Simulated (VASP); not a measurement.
Consider the following.

```xyz
3
Lattice="1.8169 -3.2251 0.0000 1.8169 3.2251 0.0000 0.0000 0.0000 4.9728" Properties=species:S:1:pos:R:3 pbc="T T T"
Pt     0.0000     0.0000     0.0000
Se     1.8169     1.0750     1.2681
Se     1.8933    -1.0750     3.7047
```
Cell charge +0.1.

Method: PBE GGA, VASP's PBE PAW potentials (set 64) (plane waves; VASP). Settings: NELECT = 21.9, 400 eV cut-off, 6×6×4 Γ-centred mesh, Gaussian smearing of 0.050 eV, potentials Pt Se.

The cell is charged, with a uniform compensating background.

Problem. Give the force on each atom (eV/Å).

Solution. 
| atom | Fx | Fy | Fz |
|---|---|---|---|
| Pt1 | 0.732 | 0.050 | 0.059 |
| Se2 | 0.042 | 0.180 | 0.786 |
| Se3 | -0.775 | -0.230 | -0.845 |

Problem. Give the stress tensor in GPa (positive for a compressed cell).

Solution. 
```
11.79   1.59   2.57
 1.59   7.24   1.80
 2.57   1.80   5.65
```
The pressure is its mean diagonal, 8.23 GPa.

The compound is PtSe2 in the 1T layered structure. The cell was not relaxed at this level, atoms are displaced from their ideal sites. The k-mesh is coarse (spacing up to 0.33 per Å, 2π included), so the numbers may not be converged in it. The run is one of a series of settings (NELECT = 21.9 against the base run), some of them coarse on purpose.
